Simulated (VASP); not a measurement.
```xyz
1
Lattice="0.0000 1.9580 1.9580 1.9580 0.0000 1.9580 1.9580 1.9580 0.0000" Properties=species:S:1:pos:R:3 pbc="T T T"
Al     0.0000     0.0000     0.0000
```

Computed with LDA (Ceperley-Alder, Perdew-Zunger), VASP's LDA PAW potentials (set 64) (plane waves; VASP). Settings: 500 eV cut-off, 16×16×16 Γ-centred mesh, first-order Methfessel-Paxton smearing of 0.10 eV, potentials Al.

Energy and stress use the plane-wave basis of the starting cell.

Task: The ions, cell shape and volume at an external pressure of 10.0 GPa are relaxed. Predict the relaxed structure.

Result: 
```xyz
1
Lattice="0.0000 1.9302 1.9302 1.9302 0.0000 1.9302 1.9302 1.9302 0.0000" Properties=species:S:1:pos:R:3 pbc="T T T"
Al     0.0000     0.0000     0.0000
```
Space group Fm-3m (225), at a tolerance of 0.03 Å.

Task: How do energy and volume change from the first to the last step?

Result: The energy (σ→0) changes by +29.1 meV/atom and the volume by -4.2 %, in 3 ionic steps.

The compound is Al in the fcc structure. This run relaxes it under an external pressure of 10 GPa. Symmetry was kept, so distortions that lower it aren't found.
